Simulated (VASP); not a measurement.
Consider the following.

```xyz
3
Lattice="0.0000 2.7137 2.7137 2.7137 0.0000 2.7137 2.7137 2.7137 0.0000" Properties=species:S:1:pos:R:3 pbc="T T T"
Ca     0.0000     0.0000     0.0000
F      1.3569     1.3569     1.3569
F      4.0706     4.0706     4.0706
```

All values below come from r2SCAN+rVV10, VASP's PBE PAW potentials (set 64) (plane waves; VASP). Numerical set-up: 520 eV cut-off, 6×6×6 Γ-centred mesh, Gaussian smearing of 0.050 eV, potentials Ca_sv F.

Question: Estimate the energy per atom (σ→0), band gap (on the k-mesh) with the smallest direct gap where there is one.

Answer: 
```
Item                                         Result
-----------------------------------  --------------
band gap (on the k-mesh)                    7.93 eV
smallest direct gap (on the k-mesh)         8.19 eV
energy per atom (σ→0)                -8.397 eV/atom
```

The absolute energy has meaning only against runs of the same code, potentials and settings.

The compound is CaF2 in the fluorite structure. It was relaxed first. The start is the result of an earlier pass.
